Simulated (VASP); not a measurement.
OSZICAR of a VASP run on CdTe (zinc blende):

File OSZICAR:
```
       N       E                     dE             d eps       ncg     rms          rms(c)
DAV:   1     0.952209687154E+02    0.95221E+02   -0.78571E+03   424   0.112E+03
DAV:   2    -0.120205972371E+01   -0.96423E+02   -0.93244E+02   481   0.265E+02
DAV:   3    -0.500374178900E+01   -0.38017E+01   -0.37958E+01   486   0.557E+01
DAV:   4    -0.504233368860E+01   -0.38592E-01   -0.38589E-01   584   0.482E+00
DAV:   5    -0.504244121728E+01   -0.10753E-03   -0.10753E-03   486   0.241E-01    0.516E+00
DAV:   6    -0.482024329376E+01    0.22220E+00   -0.46796E-01   466   0.862E+00    0.425E+00
DAV:   7    -0.480517235417E+01    0.15071E-01   -0.11660E-01   466   0.247E+00    0.168E+00
DAV:   8    -0.480603213077E+01   -0.85978E-03   -0.10008E-02   421   0.137E+00    0.481E-01
DAV:   9    -0.480638541309E+01   -0.35328E-03   -0.99552E-04   491   0.357E-01    0.105E-01
DAV:  10    -0.480645577795E+01   -0.70365E-04   -0.12641E-04   441   0.117E-01    0.517E-02
DAV:  11    -0.480650151001E+01   -0.45732E-04   -0.87888E-05   434   0.641E-02    0.350E-02
DAV:  12    -0.480650034407E+01    0.11659E-05   -0.34256E-06   507   0.162E-02    0.199E-02
DAV:  13    -0.480650019776E+01    0.14631E-06   -0.65826E-07   441   0.438E-03    0.121E-02
DAV:  14    -0.480650022385E+01   -0.26091E-07   -0.96769E-07   441   0.654E-03
   1 F= -.48065002E+01 E0= -.48065002E+01  d E =-.142278E-11
```

Question: Which electronic solver shows in the log?

Answer: It is blocked Davidson (ALGO = Normal, or the opening steps of other solvers). The INCAR had ALGO = Normal.

Question: Can the final energy be trusted as converged?

Answer: The calculation finished and met its thresholds. It stopped with EDIFF = 1E-7, NELM = 100 (PBE GGA, plane waves, VASP's PBE PAW potentials (set 64)).

The compound is CdTe in the zinc blende structure. It was relaxed first, which changed the volume by +6 %.
